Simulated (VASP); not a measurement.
Data:

```
MoSSe
1.0
    3.25097     0.00000     0.00000
   -1.62549     2.81542     0.00000
    0.00000     0.00000    13.39400
Mo Se S
2 2 2
Direct
  0.00000   0.00000   0.25986
  0.00000   0.00000   0.74014
  0.66667   0.33333   0.86628
  0.33333   0.66667   0.13372
  0.33333   0.66667   0.37318
  0.66667   0.33333   0.62682
```

All values below come from r2SCAN meta-GGA, VASP's PBE PAW potentials (set 64) (plane waves; VASP). Settings: 400 eV cut-off, 9×9×2 Γ-centred mesh, tetrahedra with Blöchl corrections, potentials Mo_sv Se S.

Task: Estimate the energy per atom (σ→0), band gap (over mesh and band path) with the smallest direct gap where there is one.

Result: 
band gap (over mesh and band path): 1.06 eV
smallest direct gap (over mesh and band path): 1.64 eV
energy per atom (σ→0): -16984 meV/atom

Only differences to runs with the same potentials and settings are physical.

The structure comes from a computed database's MoSeS entry (P-3m1); how it stands against other phases isn't given here. It was relaxed first.
